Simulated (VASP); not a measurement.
# CdS (Greenockite) with LDA: from relaxation to properties, part 4 of 6

Aim: relax CdS (Greenockite), then compute properties on the relaxed cell. The start is a cell from a database of measured crystal structures.

VASP 6.6.1, plane waves and PAW; the level of theory is named at each step.

So far, gap on the k-mesh (eV): step 2 (relaxing cell and atoms (LDA)) 1.04; step 3 (second relaxation) 1.05; step 6 (total and projected DOS (LDA)) 1.05; step 7 (independent-particle dielectric function (LDA)) 1.05.

The database entry behind the starting cell differs from later determinations by our own check (about 0.35 % long), so it need not match the best structure at ambient conditions.

### 8. Bands along the symmetry lines (LDA + SOC)

This step: LDA, spin-orbit coupling; plane waves and PAW (Cd, S) (VASP 6.6.1).

The mesh alone shows little of the dispersion and can miss band extrema, so KPOINTS_OPT adds a path through the symmetry points after the self-consistent cycle. Spin-orbit coupling needs spinors and the noncollinear program, where each band holds one electron.

INCAR

```
SYSTEM = CdS
PREC = Accurate
ENCUT = 400
EDIFF = 1E-06
NELM = 100
ISMEAR = 0
SIGMA = 0.05
LREAL = .FALSE.
ALGO = Normal
GGA = CA
LNONCOLLINEAR = .TRUE.
MAGMOM = 0 0 0 0 0 0 0 0 0 0 0 0
NBANDS = 48
GGA_COMPAT = .FALSE.
LASPH = .TRUE.
LSORBIT = .TRUE.
LORBIT = 11
LWAVE = .FALSE.
LCHARG = .FALSE.
KPAR = 4
```

POSCAR

```
CdS
1.0
    4.0760154983      0.0000000000      0.0000000000
   -2.0380077491      3.5299329677      0.0000000000
    0.0000000000      0.0000000000      6.6442264195
Cd S
2 2
Direct
    0.3333333333      0.6666666667      0.9995662760
    0.6666666667      0.3333333333      0.4995662760
    0.3333333333      0.6666666667      0.3754337240
    0.6666666667      0.3333333333      0.8754337240
```

KPOINTS

```
Automatic mesh
0
Gamma
5 5 3
0 0 0
```

KPOINTS_OPT

```
Line mode
16
Line-mode
Reciprocal
  0.00000000   0.00000000   0.00000000 GAMMA
  0.50000000   0.00000000   0.00000000 M

  0.50000000   0.00000000   0.00000000 M
  0.33333333   0.33333333   0.00000000 K

  0.33333333   0.33333333   0.00000000 K
  0.00000000   0.00000000   0.00000000 GAMMA

  0.00000000   0.00000000   0.00000000 GAMMA
  0.00000000   0.00000000   0.50000000 A

  0.00000000   0.00000000   0.50000000 A
  0.50000000   0.00000000   0.50000000 L

  0.50000000   0.00000000   0.50000000 L
  0.33333333   0.33333333   0.50000000 H

  0.33333333   0.33333333   0.50000000 H
  0.00000000   0.00000000   0.50000000 A

  0.50000000   0.00000000   0.50000000 L
  0.50000000   0.00000000   0.00000000 M

  0.33333333   0.33333333   0.00000000 K
  0.33333333   0.33333333   0.50000000 H
```

Potentials, in the order of the species: Cd and S (LDA family, release 64).

On the command line:

```bash
$ mpirun -np 4 vasp_ncl
```

Log:

```text
[... set-up lines as in an earlier step ...]
 entering main loop
       N       E                     dE             d eps       ncg     rms          rms(c)
DAV:   1     0.228125760371E+03    0.22813E+03   -0.15201E+04  1456   0.113E+03
DAV:   2    -0.188448726504E+01   -0.23001E+03   -0.22339E+03  1608   0.325E+02
DAV:   3    -0.157188811688E+02   -0.13834E+02   -0.13754E+02  1688   0.803E+01
DAV:   4    -0.158950576469E+02   -0.17618E+00   -0.17598E+00  1648   0.863E+00
DAV:   5    -0.158982353585E+02   -0.31777E-02   -0.31773E-02  1712   0.112E+00    0.127E+01
DAV:   6    -0.149099165078E+02    0.98832E+00   -0.19315E+00  1816   0.161E+01    0.957E+00
DAV:   7    -0.148836766115E+02    0.26240E-01   -0.86593E-01  1608   0.540E+00    0.371E+00
DAV:   8    -0.148665570566E+02    0.17120E-01   -0.15539E-01  1720   0.403E+00    0.789E-01
DAV:   9    -0.148643470002E+02    0.22101E-02   -0.15005E-02  1672   0.159E+00    0.328E-01
DAV:  10    -0.148644990412E+02   -0.15204E-03   -0.19913E-03  1584   0.364E-01    0.121E-01
DAV:  11    -0.148643963251E+02    0.10272E-03   -0.25316E-04  1688   0.188E-01    0.766E-02
DAV:  12    -0.148643851123E+02    0.11213E-04   -0.18780E-04  1592   0.974E-02    0.818E-02
DAV:  13    -0.148643842107E+02    0.90161E-06   -0.13411E-05  1688   0.309E-02    0.308E-02
DAV:  14    -0.148643848945E+02   -0.68385E-06   -0.55853E-07   984   0.439E-03
   1 F= -.14864385E+02 E0= -.14864385E+02  d E =-.276792E-15  mag=    -0.0000    -0.0000     0.0000
 Start KPOINTS_OPT (optional k-point list driver)
k-point batch [1-15\144]
       N       E                     dE             ncg
DAV:   1     0.114092408431E+04   -0.42919E+04     1440
DAV:   2    -0.232340601825E+04   -0.34643E+04     1624
DAV:   3    -0.252557435060E+04   -0.20217E+03     1704
DAV:   4    -0.252824534173E+04   -0.26710E+01     1672
DAV:   5    -0.252830241005E+04   -0.57068E-01     1736
DAV:   6    -0.252830373547E+04   -0.13254E-02     1696
DAV:   7    -0.252830377776E+04   -0.42293E-04     1744
DAV:   8    -0.252830377949E+04   -0.17322E-05     1272
DAV:   9    -0.252830377959E+04   -0.99094E-07     1056
[...]
k-point batch [136-144\144]
       N       E                     dE             ncg
DAV:   1     0.662273298727E+04   -0.88527E+04      864
DAV:   2     0.464265021083E+04   -0.19801E+04      936
DAV:   3     0.453199938587E+04   -0.11065E+03     1048
DAV:   4     0.453080508051E+04   -0.11943E+01      928
DAV:   5     0.453078746156E+04   -0.17619E-01      960
DAV:   6     0.453078706088E+04   -0.40068E-03      976
DAV:   7     0.453078705097E+04   -0.99095E-05      976
DAV:   8     0.453078705074E+04   -0.23744E-06      648
```

The job ended after 71 s (4 MPI ranks of Intel Xeon 6975P-C (Granite Rapids), shared host; peak memory 1.4 GiB; 4.7 min of CPU time).

Parts of OUTCAR (step 8):

```text
   k-points           NKPTS =     15   k-points in BZ     NKDIM =     15   number of bands    NBANDS=     48

   NELECT =      36.0000    total number of electrons

 E-fermi :   1.7458

 k-point     1 :       0.0000    0.0000    0.0000
  band No.  band energies     occupation
    ...
     32       1.3966      1.00000
     33       1.4630      1.00000
     34       1.4630      1.00000
     35       1.4815      1.00000
     36       1.4815      1.00000
     37       2.5134      0.00000
     38       2.5134      0.00000
     39       4.0938      0.00000
     40       4.0938      0.00000
     41       7.5240      0.00000
    ...

  Total        0.0061631      0.0061631     -0.0198856      0.0000000     -0.0000000      0.0000000
  in kB        0.1032913      0.1032913     -0.3332756      0.0000000     -0.0000000      0.0000000
  external PRESSURE =      -0.0422310 kB  Pullay stress =       0.0000000 kB

 POSITION                                       TOTAL-FORCE (eV/Angst)
 -----------------------------------------------------------------------------------
     -0.00000      2.35329      6.64134         0.000000     -0.000000     -0.000116
      2.03801      1.17664      3.31923        -0.000000     -0.000000     -0.000116
     -0.00000      2.35329      2.49447        -0.000000     -0.000000      0.000116
      2.03801      1.17664      5.81658         0.000000      0.000000      0.000116
 -----------------------------------------------------------------------------------
    total drift:                               -0.000000      0.000000      0.000215

  FREE ENERGIE OF THE ION-ELECTRON SYSTEM (eV)
  ---------------------------------------------------
  free  energy   TOTEN  =       -14.8643848945 eV

  energy  without entropy=      -14.8643848945  energy(sigma->0) =      -14.86438489

 Spin-Orbit-Coupling matrix elements
 Ion:    1  E_soc:     -0.0610672
 Ion:    2  E_soc:     -0.0610672
 Ion:    3  E_soc:     -0.0022248
 Ion:    4  E_soc:     -0.0022248

 magnetization (x)
# of ion       s       p       d       tot
------------------------------------------
    1       -0.000  -0.000   0.000  -0.000
    2        0.000   0.000   0.000   0.000
    3        0.000   0.000   0.000   0.000
    4       -0.000   0.000   0.000  -0.000
--------------------------------------------------
tot         -0.000   0.000   0.000  -0.000

 magnetization (y)
# of ion       s       p       d       tot
------------------------------------------
    1        0.000   0.000  -0.000  -0.000
    2        0.000   0.000   0.000   0.000
    3        0.000   0.000   0.000   0.000
    4        0.000   0.000   0.000   0.000
--------------------------------------------------
tot          0.000   0.000  -0.000  -0.000

 magnetization (z)
# of ion       s       p       d       tot
------------------------------------------
    1        0.000  -0.000   0.000  -0.000
    2        0.000  -0.000  -0.000  -0.000
    3        0.000   0.000   0.000   0.000
    4       -0.000   0.000   0.000  -0.000
--------------------------------------------------
tot          0.000  -0.000   0.000  -0.000

[... 7 parts as in an earlier step ...]

[... 9 further parts left out ...]
```

LASPH is switched on together with spin-orbit coupling, so the change from the scalar run holds both.

Numbers from this step:

- SCF cycles: 14
- bands: 48
- irreducible k-points: 15
- free energy (TOTEN): -14.86 eV
- Fermi energy: 1.746 eV
- pressure: -0.004223 GPa
- least gap on mesh and path: 1.031 eV
- least direct gap on mesh and path: 1.032 eV

On-site spin-orbit energy by atom:

| atom | on-site spin-orbit energy (eV) |
| --- | --- |
| Cd1 | -0.0611 |
| Cd2 | -0.0611 |
| S3 | -0.0022 |
| S4 | -0.0022 |

The electronic bands at the labelled points (eV, zero at the valence-band top; v1 is the highest filled band, c1 the lowest empty one):

| point | v4 | v3 | v2 | v1 | c1 | c2 | c3 | c4 |
| --- | --- | --- | --- | --- | --- | --- | --- | --- |
| Γ | -0.02 | -0.02 | 0.00 | 0.00 | 1.03 | 1.03 | 2.61 | 2.61 |
| 0.53 of the way | -0.68 | -0.62 | -0.49 | -0.47 | 2.97 | 2.99 | 3.86 | 3.86 |
| M | -1.47 | -1.47 | -0.85 | -0.85 | 3.59 | 3.59 | 3.65 | 3.65 |
| 0.47 of the way | -1.61 | -1.61 | -1.31 | -1.31 | 4.18 | 4.19 | 4.49 | 4.49 |
| K | -2.06 | -2.02 | -1.83 | -1.83 | 4.29 | 4.29 | 5.07 | 5.11 |
| 0.53 of the way | -0.69 | -0.67 | -0.66 | -0.60 | 3.15 | 3.17 | 4.36 | 4.36 |
| Γ | -0.02 | -0.02 | 0.00 | 0.00 | 1.03 | 1.03 | 2.61 | 2.61 |
| 0.53 of the way | -0.18 | -0.18 | -0.15 | -0.15 | 2.05 | 2.05 | 2.70 | 2.70 |
| A | -0.43 | -0.43 | -0.43 | -0.43 | 2.71 | 2.71 | 2.71 | 2.71 |
| 0.47 of the way | -0.96 | -0.96 | -0.94 | -0.94 | 3.68 | 3.68 | 3.69 | 3.69 |
| L | -1.48 | -1.48 | -1.48 | -1.48 | 3.24 | 3.24 | 3.24 | 3.24 |
| 0.53 of the way | -1.32 | -1.32 | -1.30 | -1.30 | 3.86 | 3.86 | 3.90 | 3.90 |
| H | -1.27 | -1.27 | -1.26 | -1.26 | 4.22 | 4.22 | 4.27 | 4.27 |
| 0.47 of the way | -1.42 | -1.42 | -1.38 | -1.38 | 4.03 | 4.03 | 4.09 | 4.09 |
| A | -0.43 | -0.43 | -0.43 | -0.43 | 2.71 | 2.71 | 2.71 | 2.71 |
| jump to L | -1.48 | -1.48 | -1.48 | -1.48 | 3.24 | 3.24 | 3.24 | 3.24 |
| 0.53 of the way | -1.28 | -1.28 | -1.02 | -1.02 | 3.14 | 3.14 | 3.69 | 3.69 |
| M | -1.47 | -1.47 | -0.85 | -0.85 | 3.59 | 3.59 | 3.65 | 3.65 |
| jump to K | -2.06 | -2.02 | -1.83 | -1.83 | 4.29 | 4.29 | 5.07 | 5.11 |
| 0.53 of the way | -1.66 | -1.61 | -1.61 | -1.58 | 4.65 | 4.65 | 4.69 | 4.69 |
| H | -1.27 | -1.27 | -1.26 | -1.26 | 4.22 | 4.22 | 4.27 | 4.27 |

Of the projections kept (Cd, S), the largest for each band there; the rest of the weight can lie on other orbitals:

| point | v4 | v3 | v2 | v1 | c1 | c2 | c3 | c4 |
| --- | --- | --- | --- | --- | --- | --- | --- | --- |
| Γ | S 0.78 | S 0.78 | S 0.78 | S 0.78 | Cd 0.52 | Cd 0.52 | Cd 0.70 | Cd 0.70 |
| M | S 0.71 | S 0.71 | S 0.76 | S 0.76 | Cd 0.57 | Cd 0.57 | Cd 0.78 | Cd 0.78 |
| K | S 0.71 | S 0.70 | S 0.71 | S 0.71 | Cd 0.84 | Cd 0.84 | S 0.53 | S 0.53 |
| Γ | S 0.78 | S 0.78 | S 0.78 | S 0.78 | Cd 0.52 | Cd 0.52 | Cd 0.70 | Cd 0.70 |
| A | S 0.77 | S 0.77 | S 0.77 | S 0.77 | Cd 0.52 | Cd 0.52 | Cd 0.52 | Cd 0.52 |
| L | S 0.75 | S 0.75 | S 0.75 | S 0.75 | Cd 0.70 | Cd 0.70 | Cd 0.70 | Cd 0.70 |

The gap moves by -0.02 eV against LDA, which ran on another mesh.

### 9. A semilocal run for the hybrid's start

This step: LDA; plane waves and PAW (Cd, S) (VASP 6.6.1).

A hybrid converges badly from random orbitals, so a cheap semilocal run writes a WAVECAR on the same mesh first.

INCAR

```
SYSTEM = CdS
PREC = Accurate
ENCUT = 400
EDIFF = 1E-05
NELM = 100
ISMEAR = 0
SIGMA = 0.05
LREAL = .FALSE.
ALGO = Normal
GGA = CA
NBANDS = 24
LORBIT = 11
LWAVE = .TRUE.
LCHARG = .FALSE.
KPAR = 4
```

POSCAR is that of step 8.

KPOINTS

```
Automatic mesh
0
Gamma
4 4 2
0 0 0
```

On the command line:

```bash
$ mpirun -np 4 vasp_std
```

Log:

```text
[... set-up lines as in an earlier step ...]
 entering main loop
       N       E                     dE             d eps       ncg     rms          rms(c)
DAV:   1     0.219085729401E+03    0.21909E+03   -0.15591E+04   392   0.113E+03
DAV:   2    -0.509863573181E+01   -0.22418E+03   -0.21788E+03   448   0.315E+02
DAV:   3    -0.157215303760E+02   -0.10623E+02   -0.10595E+02   464   0.718E+01
DAV:   4    -0.158168102140E+02   -0.95280E-01   -0.95234E-01   456   0.664E+00
DAV:   5    -0.158184573821E+02   -0.16472E-02   -0.16470E-02   472   0.828E-01    0.125E+01
DAV:   6    -0.148224470387E+02    0.99601E+00   -0.20124E+00   504   0.159E+01    0.951E+00
DAV:   7    -0.147876965676E+02    0.34750E-01   -0.78355E-01   424   0.504E+00    0.365E+00
DAV:   8    -0.147728556604E+02    0.14841E-01   -0.13251E-01   464   0.370E+00    0.579E-01
DAV:   9    -0.147711799394E+02    0.16757E-02   -0.20410E-02   512   0.189E+00    0.169E-01
DAV:  10    -0.147708932210E+02    0.28672E-03   -0.12243E-03   504   0.405E-01    0.807E-02
DAV:  11    -0.147709050001E+02   -0.11779E-04   -0.11548E-04   480   0.681E-02    0.907E-02
DAV:  12    -0.147709078905E+02   -0.28904E-05   -0.92327E-06   336   0.152E-02
   1 F= -.14770908E+02 E0= -.14770908E+02  d E =-.685568E-16
 writing wavefunctions
```

The job ended after 2.2 s (4 MPI ranks; peak memory 0.59 GiB; 6.6 s of CPU time).

From OUTCAR (step 9):

```text
   k-points           NKPTS =      8   k-points in BZ     NKDIM =      8   number of bands    NBANDS=     24

   NELECT =      36.0000    total number of electrons

 E-fermi :   1.7518

 k-point     1 :       0.0000    0.0000    0.0000
  band No.  band energies     occupation
    ...
     14       0.6396      2.00000
     15       0.6396      2.00000
     16       1.4107      2.00000
     17       1.4740      2.00000
     18       1.4740      2.00000
     19       2.5149      0.00000
     20       4.0943      0.00000
     21       7.7518      0.00000
     22       7.7518      0.00000
     23       8.0340      0.00000
    ...

  Total        0.2146224      0.2146224      0.0415101      0.0000000      0.0000000      0.0000000
  in kB        3.5969883      3.5969883      0.6956925      0.0000000      0.0000000      0.0000000
  external PRESSURE =       2.6298897 kB  Pullay stress =       0.0000000 kB

 POSITION                                       TOTAL-FORCE (eV/Angst)
 -----------------------------------------------------------------------------------
     -0.00000      2.35329      6.64134        -0.000000      0.000000      0.011395
      2.03801      1.17664      3.31923         0.000000     -0.000000      0.011395
     -0.00000      2.35329      2.49447         0.000000     -0.000000     -0.011395
      2.03801      1.17664      5.81658        -0.000000      0.000000     -0.011395
 -----------------------------------------------------------------------------------
    total drift:                               -0.000000      0.000000      0.000247

  FREE ENERGIE OF THE ION-ELECTRON SYSTEM (eV)
  ---------------------------------------------------
  free  energy   TOTEN  =       -14.7709078905 eV

  energy  without entropy=      -14.7709078905  energy(sigma->0) =      -14.77090789

[... 7 parts as in an earlier step ...]

[... 9 further parts left out ...]
```

A gap read on the k-mesh alone can miss the band edges.

Numbers from this step:

- SCF cycles: 12
- bands: 24
- irreducible k-points: 8
- free energy (TOTEN): -14.77 eV
- Fermi energy: 1.752 eV
- pressure: 0.2630 GPa
- gap on the k-mesh: 1.041 eV
- least direct gap on the k-mesh: 1.041 eV

(Part 4 of 6 ends here.)

[Lines on the potential files, build, host, timing and source positions are cut from VASP's logs without a mark.]

[Logs are printed without paths, hosts, clocks, repeated set-up lines and the standing remarks that a program may print on its own settings, such as how far it seeks lower states.]

[Hosts, paths, dates, database ids (printed as entryN), source tags and the programs' standing remarks are cut or masked in the printed files.]

[A measured line is paired with the nearest computed mode of its activity, which favours agreement.]
